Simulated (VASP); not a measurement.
All values below come from PBE GGA, VASP's PBE PAW potentials (set 64) (plane waves; VASP).

The input files of a VASP run:

### KPOINTS
```
K-points
0
gamma
1 1 1
```

File POSCAR:
```
HfN
1.0
  0.0000000000   2.2600000000   2.2600000000
  2.2600000000   0.0000000000   2.2600000000
  2.2600000000   2.2600000000   0.0000000000
Hf N
1 1
direct
  0.0000000000   0.0000000000   0.0000000000
  0.5000000000   0.5000000000   0.5000000000
```

**INCAR**
```
! general
SYSTEM  = HfN
PREC    = Accurate
ENCUT   = 520   ! plane-wave cut-off (eV)
LREAL   = .FALSE.
LASPH   = .TRUE.   ! aspherical one-centre terms

! electronic loop
EDIFF   = 1E-6   ! SCF stop (eV)
NELM    = 100   ! most electronic steps
ALGO    = Normal
LMAXMIX = 6   ! l cut-off of mixed one-centre charges

! smearing
ISMEAR  = 0   ! Gaussian
SIGMA   = 0.05

! functional
GGA     = PE

! ions
ISIF    = 2

! output
LWAVE   = .FALSE.
LCHARG  = .FALSE.
```

POTCAR, in this order: Hf_pv N (PBE.64 set). Program: vasp_std.

The resulting files:

File OUTCAR:
```
 ion  position               nearest neighbor table
   1  0.000  0.000  0.000-   2 2.26   2 2.26   2 2.26   2 2.26   2 2.26   2 2.26
   2  0.500  0.500  0.500-   1 2.26   1 2.26   1 2.26   1 2.26   1 2.26   1 2.26
  LATTYP: Found a face centered cubic cell.
 ALAT       =     4.5200000000
 Subroutine PRICEL returns:
 Original cell was already a primitive cell.
 Subroutine GETGRP returns: Found 48 space group operations
The static configuration has the point symmetry O_h .
The dynamic configuration has the point symmetry O_h .
 Subroutine INISYM returns: Found 48 space group operations
 Subroutine IBZKPT returns following result:
 Found      1 irreducible k-points:

 Following reciprocal coordinates:
            Coordinates               Weight
  0.000000  0.000000  0.000000      1.000000
   k-points           NKPTS =      1   k-points in BZ     NKDIM =      1   number of bands    NBANDS=     11
   number of dos      NEDOS =    301   number of ions     NIONS =      2
   total plane-waves  NPLWV =  13824
   dimension x,y,z NGX =    24 NGY =   24 NGZ =   24
   dimension x,y,z NGXF=    48 NGYF=   48 NGZF=   48
   ions per type =               1   1
   PREC   = accura    normal or accurate (medium, high low for compatibility)
   ISTART =      0    job   : 0-new  1-cont  2-samecut
   ICHARG =      2    charge: 1-file 2-atom 10-const
   ISPIN  =      1    spin polarized calculation?
   LNONCOLLINEAR =      F non collinear calculations
   LSORBIT =      F    spin-orbit coupling
   INIWAV =      1    electr: 0-lowe 1-rand  2-diag
   ENCUT  =  520.0 eV  38.22 Ry    6.18 a.u.   5.94  5.94  5.94*2*pi/ulx,y,z
   NELM   =    100;   NELMIN=  2; NELMDL= -5     # of ELM steps
   EDIFF  = 0.1E-05   stopping-criterion for ELM
   LREAL  =      F    real-space projection
   NLSPLINE    = F    spline interpolate recip. space projectors
   LMAXMIX     =    6 max onsite mixed and CHGCAR
   VOSKOWN=      0    Vosko Wilk Nusair interpolation
   EDIFFG = 0.1E-04   stopping-criterion for IOM
   NSW    =      0    number of steps for IOM
   NBLOCK =      1;   KBLOCK =      1    inner block; outer block
...
```

OSZICAR:
```
...
DAV:  12    -0.377804814765E+01    0.45133E+00   -0.81482E-02    22   0.235E+00    0.967E+00
DAV:  13    -0.312886110850E+01    0.64919E+00   -0.24569E-01    22   0.399E+00    0.770E+00
DAV:  14    -0.270259223946E+01    0.42627E+00   -0.18008E-01    22   0.338E+00    0.611E+00
DAV:  15    -0.348214738832E+01   -0.77956E+00   -0.35577E+00    22   0.250E+00    0.363E+01
DAV:  16    -0.533394713407E+01   -0.18518E+01   -0.45525E+01    22   0.143E+01    0.134E+01
DAV:  17    -0.427536781422E+01    0.10586E+01   -0.40269E-01    22   0.525E+00    0.947E+00
DAV:  18    -0.266047073641E+01    0.16149E+01   -0.18319E+00    22   0.110E+01    0.115E+01
DAV:  19    -0.474231765769E+01   -0.20818E+01   -0.23742E+00    22   0.121E+01    0.114E+01
DAV:  20    -0.291808048511E+01    0.18242E+01   -0.15784E+00    22   0.101E+01    0.640E+00
DAV:  21    -0.266773243683E+01    0.25035E+00   -0.11537E-01    22   0.296E+00    0.616E+00
DAV:  22    -0.457784010751E+01   -0.19101E+01   -0.77479E+00    22   0.375E+00    0.370E+01
DAV:  23    -0.478921419171E+01   -0.21137E+00   -0.39181E+01    22   0.143E+01    0.118E+01
DAV:  24    -0.303922619581E+01    0.17500E+01   -0.13610E+00    22   0.944E+00    0.630E+00
DAV:  25    -0.267096549375E+01    0.36826E+00   -0.24094E-01    22   0.413E+00    0.123E+01
DAV:  26    -0.532878451282E+01   -0.26578E+01   -0.33651E+00    22   0.146E+01    0.127E+01
DAV:  27    -0.326878239157E+01    0.20600E+01   -0.15873E+00    22   0.101E+01    0.767E+00
DAV:  28    -0.273739281504E+01    0.53139E+00   -0.90215E-01    22   0.588E+00    0.209E+01
DAV:  29    -0.629296055736E+01   -0.35556E+01   -0.20940E+01    22   0.176E+01    0.151E+01
DAV:  30    -0.356655556819E+01    0.27264E+01   -0.21771E+00    22   0.119E+01    0.794E+00
DAV:  31    -0.263049456781E+01    0.93606E+00   -0.77968E-01    22   0.731E+00    0.185E+00
DAV:  32    -0.312140403766E+01   -0.49091E+00   -0.25777E-01    22   0.408E+00    0.754E+00
DAV:  33    -0.372966389979E+01   -0.60826E+00   -0.49625E+00    22   0.598E+00    0.365E+01
DAV:  34    -0.630355027802E+01   -0.25739E+01   -0.57412E+01    22   0.181E+01    0.144E+01
DAV:  35    -0.356597618999E+01    0.27376E+01   -0.21774E+00    22   0.120E+01    0.773E+00
DAV:  36    -0.282745370088E+01    0.73852E+00   -0.41982E-01    22   0.546E+00    0.668E+00
DAV:  37    -0.275271126085E+01    0.74742E-01   -0.59656E-01    22   0.263E+00    0.225E+01
DAV:  38    -0.606672751017E+01   -0.33140E+01   -0.23013E+01    22   0.169E+01    0.146E+01
DAV:  39    -0.365576341604E+01    0.24110E+01   -0.17508E+00    22   0.107E+01    0.821E+00
DAV:  40    -0.276450951801E+01    0.89125E+00   -0.59189E-01    22   0.636E+00    0.650E+00
DAV:  41    -0.263211462214E+01    0.13239E+00   -0.42403E-02    22   0.164E+00    0.191E+00
DAV:  42    -0.277220036101E+01   -0.14009E+00   -0.27515E-02    22   0.131E+00    0.654E+00
DAV:  43    -0.342505273169E+01   -0.65285E+00   -0.33848E+00    22   0.295E+00    0.360E+01
DAV:  44    -0.638292192522E+01   -0.29579E+01   -0.58172E+01    22   0.181E+01    0.145E+01
DAV:  45    -0.356332918822E+01    0.28196E+01   -0.22983E+00    22   0.123E+01    0.782E+00
DAV:  46    -0.278728627923E+01    0.77604E+00   -0.46946E-01    22   0.574E+00    0.652E+00
DAV:  47    -0.264994963358E+01    0.13734E+00   -0.36553E-02    22   0.151E+00    0.546E+00
DAV:  48    -0.335155506298E+01   -0.70161E+00   -0.29340E+00    22   0.182E+00    0.359E+01
DAV:  49    -0.687625636567E+01   -0.35247E+01   -0.63623E+01    22   0.195E+01    0.153E+01
DAV:  50    -0.392441534004E+01    0.29518E+01   -0.21884E+00    22   0.121E+01    0.870E+00
DAV:  51    -0.281940034527E+01    0.11050E+01   -0.80537E-01    22   0.743E+00    0.662E+00
DAV:  52    -0.266486264033E+01    0.15454E+00   -0.95039E-02    22   0.248E+00    0.113E+01
DAV:  53    -0.421152948805E+01   -0.15467E+01   -0.15795E+00    22   0.100E+01    0.103E+01
DAV:  54    -0.268304487112E+01    0.15285E+01   -0.14230E+00    22   0.950E+00    0.580E+00
DAV:  55    -0.289334373616E+01   -0.21030E+00   -0.12266E+00    22   0.198E+00    0.310E+01
DAV:  56    -0.652404817838E+01   -0.36307E+01   -0.47908E+01    22   0.181E+01    0.151E+01
DAV:  57    -0.387837034177E+01    0.26457E+01   -0.18627E+00    22   0.111E+01    0.879E+00
DAV:  58    -0.292089446024E+01    0.95748E+00   -0.58903E-01    22   0.637E+00    0.701E+00
DAV:  59    -0.273150218564E+01    0.18939E+00   -0.55994E-02    22   0.188E+00    0.635E+00
DAV:  60    -0.290151803237E+01   -0.17002E+00   -0.12748E+00    22   0.190E+00    0.314E+01
DAV:  61    -0.675037750642E+01   -0.38489E+01   -0.50830E+01    22   0.188E+01    0.154E+01
DAV:  62    -0.395008664203E+01    0.28003E+01   -0.19981E+00    22   0.115E+01    0.886E+00
DAV:  63    -0.305015784507E+01    0.89993E+00   -0.48865E-01    22   0.584E+00    0.723E+00
DAV:  64    -0.273917538572E+01    0.31098E+00   -0.10930E-01    22   0.266E+00    0.623E+00
DAV:  65    -0.267879469459E+01    0.60381E-01   -0.65759E-03    28   0.654E-01    0.598E+00
DAV:  66    -0.270013864977E+01   -0.21344E-01   -0.15893E-01    22   0.109E+00    0.170E+01
DAV:  67    -0.411586589404E+01   -0.14157E+01   -0.48513E+00    22   0.949E+00    0.105E+01
DAV:  68    -0.471725557491E+01   -0.60139E+00   -0.21018E-01    22   0.345E+00    0.108E+01
DAV:  69    -0.429452998341E+01    0.42273E+00   -0.88694E-02    22   0.199E+00    0.981E+00
DAV:  70    -0.295613022054E+01    0.13384E+01   -0.45404E+00    22   0.116E+01    0.336E+01
DAV:  71    -0.999357993750E+01   -0.70374E+01   -0.91729E+01    22   0.268E+01    0.204E+01
DAV:  72    -0.755406711739E+01    0.24395E+01   -0.11449E+00    22   0.806E+00    0.151E+01
DAV:  73    -0.332045358741E+01    0.42336E+01   -0.70113E+00    22   0.180E+01    0.781E+00
DAV:  74    -0.267476007532E+01    0.64569E+00   -0.76769E-01    22   0.609E+00    0.131E+01
DAV:  75    -0.575016033258E+01   -0.30754E+01   -0.63273E+00    22   0.161E+01    0.133E+01
DAV:  76    -0.293328232879E+01    0.28169E+01   -0.45225E+00    22   0.142E+01    0.651E+00
DAV:  77    -0.436775844738E+01   -0.14345E+01   -0.75397E+00    22   0.611E+00    0.366E+01
DAV:  78    -0.100663705269E+02   -0.56986E+01   -0.10445E+02    22   0.289E+01    0.194E+01
DAV:  79    -0.376117557474E+01    0.63052E+01   -0.10712E+01    22   0.226E+01    0.791E+00
DAV:  80    -0.264265821826E+01    0.11185E+01   -0.14494E+00    22   0.860E+00    0.504E+00
DAV:  81    -0.277217405631E+01   -0.12952E+00   -0.58194E-01    22   0.112E+00    0.237E+01
DAV:  82    -0.883772389119E+01   -0.60655E+01   -0.48550E+01    22   0.247E+01    0.192E+01
DAV:  83    -0.359049121934E+01    0.52472E+01   -0.86497E+00    22   0.200E+01    0.825E+00
DAV:  84    -0.265644595997E+01    0.93405E+00   -0.10705E+00    22   0.735E+00    0.616E+00
DAV:  85    -0.354108564116E+01   -0.88464E+00   -0.37452E+00    22   0.227E+00    0.357E+01
DAV:  86    -0.114876235485E+02   -0.79465E+01   -0.11733E+02    22   0.307E+01    0.220E+01
DAV:  87    -0.417610448230E+01    0.73115E+01   -0.11985E+01    22   0.240E+01    0.927E+00
DAV:  88    -0.284758000091E+01    0.13285E+01   -0.16139E+00    22   0.909E+00    0.697E+00
DAV:  89    -0.270705805513E+01    0.14052E+00   -0.32311E-01    22   0.259E+00    0.174E+01
DAV:  90    -0.715067621549E+01   -0.44436E+01   -0.18659E+01    22   0.205E+01    0.166E+01
DAV:  91    -0.329838395104E+01    0.38523E+01   -0.60745E+00    22   0.166E+01    0.736E+00
DAV:  92    -0.294322019208E+01    0.35516E+00   -0.23086E+00    22   0.670E+00    0.327E+01
DAV:  93    -0.109224451182E+02   -0.79792E+01   -0.98950E+01    22   0.290E+01    0.217E+01
DAV:  94    -0.405373364262E+01    0.68687E+01   -0.11259E+01    22   0.232E+01    0.909E+00
DAV:  95    -0.284199657168E+01    0.12117E+01   -0.14023E+00    22   0.846E+00    0.679E+00
DAV:  96    -0.264667758745E+01    0.19532E+00   -0.68089E-02    22   0.183E+00    0.530E+00
DAV:  97    -0.304933418029E+01   -0.40266E+00   -0.17862E+00    22   0.136E+00    0.349E+01
DAV:  98    -0.109501143109E+02   -0.79008E+01   -0.10784E+02    22   0.290E+01    0.216E+01
DAV:  99    -0.384481435021E+01    0.71053E+01   -0.12444E+01    22   0.243E+01    0.850E+00
DAV: 100    -0.287203866603E+01    0.97278E+00   -0.98015E-01    22   0.727E+00
   1 F= -.28720387E+01 E0= -.28455380E+01  d E =-.530014E-01
```

File OUTCAR:
```
------------------------ aborting loop EDIFF was not reached (unconverged)  ----------------------------
  FORCE on cell =-STRESS in cart. coord.  units (eV):
  Direction    XX          YY          ZZ          XY          YZ          ZX
  --------------------------------------------------------------------------------------
  Total       18.8271583     18.8271583     18.8271583      0.0000000     -0.0000000      0.0000000
  in kB     1306.5921496   1306.5921496   1306.5921496      0.0000000     -0.0000000      0.0000000
  external PRESSURE =    1306.5921496 kB  Pullay stress =       0.0000000 kB
  volume of cell :       23.09
      direct lattice vectors                 reciprocal lattice vectors
     0.000000000  2.260000000  2.260000000    -0.221238938  0.221238938  0.221238938
     2.260000000  0.000000000  2.260000000     0.221238938 -0.221238938  0.221238938
     2.260000000  2.260000000  0.000000000     0.221238938  0.221238938 -0.221238938
 POSITION                                       TOTAL-FORCE (eV/Angst)
 -----------------------------------------------------------------------------------
      0.00000      0.00000      0.00000         0.000000      0.000000      0.000000
      2.26000      2.26000      2.26000        -0.000000     -0.000000     -0.000000
 -----------------------------------------------------------------------------------
    total drift:                                0.000000     -0.000000     -0.000000
  FREE ENERGIE OF THE ION-ELECTRON SYSTEM (eV)
  ---------------------------------------------------
  free  energy   TOTEN  =        -2.8720386660 eV

  energy  without entropy=       -2.8190372899  energy(sigma->0) =       -2.84553798
```
(Selected blocks of OUTCAR.)

stdout:
```
...
DAV:  81    -0.277217405631E+01   -0.12952E+00   -0.58194E-01    22   0.112E+00    0.237E+01
DAV:  82    -0.883772389119E+01   -0.60655E+01   -0.48550E+01    22   0.247E+01    0.192E+01
DAV:  83    -0.359049121934E+01    0.52472E+01   -0.86497E+00    22   0.200E+01    0.825E+00
DAV:  84    -0.265644595997E+01    0.93405E+00   -0.10705E+00    22   0.735E+00    0.616E+00
DAV:  85    -0.354108564116E+01   -0.88464E+00   -0.37452E+00    22   0.227E+00    0.357E+01
DAV:  86    -0.114876235485E+02   -0.79465E+01   -0.11733E+02    22   0.307E+01    0.220E+01
DAV:  87    -0.417610448230E+01    0.73115E+01   -0.11985E+01    22   0.240E+01    0.927E+00
DAV:  88    -0.284758000091E+01    0.13285E+01   -0.16139E+00    22   0.909E+00    0.697E+00
DAV:  89    -0.270705805513E+01    0.14052E+00   -0.32311E-01    22   0.259E+00    0.174E+01
DAV:  90    -0.715067621549E+01   -0.44436E+01   -0.18659E+01    22   0.205E+01    0.166E+01
DAV:  91    -0.329838395104E+01    0.38523E+01   -0.60745E+00    22   0.166E+01    0.736E+00
DAV:  92    -0.294322019208E+01    0.35516E+00   -0.23086E+00    22   0.670E+00    0.327E+01
DAV:  93    -0.109224451182E+02   -0.79792E+01   -0.98950E+01    22   0.290E+01    0.217E+01
DAV:  94    -0.405373364262E+01    0.68687E+01   -0.11259E+01    22   0.232E+01    0.909E+00
DAV:  95    -0.284199657168E+01    0.12117E+01   -0.14023E+00    22   0.846E+00    0.679E+00
DAV:  96    -0.264667758745E+01    0.19532E+00   -0.68089E-02    22   0.183E+00    0.530E+00
DAV:  97    -0.304933418029E+01   -0.40266E+00   -0.17862E+00    22   0.136E+00    0.349E+01
DAV:  98    -0.109501143109E+02   -0.79008E+01   -0.10784E+02    22   0.290E+01    0.216E+01
DAV:  99    -0.384481435021E+01    0.71053E+01   -0.12444E+01    22   0.243E+01    0.850E+00
DAV: 100    -0.287203866603E+01    0.97278E+00   -0.98015E-01    22   0.727E+00

 -----------------------------------------------------------------------------
|                                                                             |
|           W    W    AA    RRRRR   N    N  II  N    N   GGGG   !!!           |
|           W    W   A  A   R    R  NN   N  II  NN   N  G    G  !!!           |
|           W    W  A    A  R    R  N N  N  II  N N  N  G       !!!           |
|           W WW W  AAAAAA  RRRRR   N  N N  II  N  N N  G  GGG   !            |
|           WW  WW  A    A  R   R   N   NN  II  N   NN  G    G                |
|           W    W  A    A  R    R  N    N  II  N    N   GGGG   !!!           |
|                                                                             |
|     The electronic self-consistency was not achieved in the given           |
|     number of steps (NELM). The forces and other quantities evaluated       |
|     might not be reliable so examine the results carefully. If you find     |
|     spurious results, we suggest increasing NELM, if you were close to      |
|     convergence or switching to a different ALGO or adjusting the           |
|     density mixing parameters otherwise.                                    |
|                                                                             |
 -----------------------------------------------------------------------------

   1 F= -.28720387E+01 E0= -.28455380E+01  d E =-.530014E-01
```

Convergence was not reached.

The compound is HfN in the rock salt structure. The cell was not relaxed at this level. The k-mesh is coarse (spacing up to 2.41 per Å, 2π included), so the numbers may not be converged in it. The electron count is odd and the run is not spin-polarised, which forces a metal.
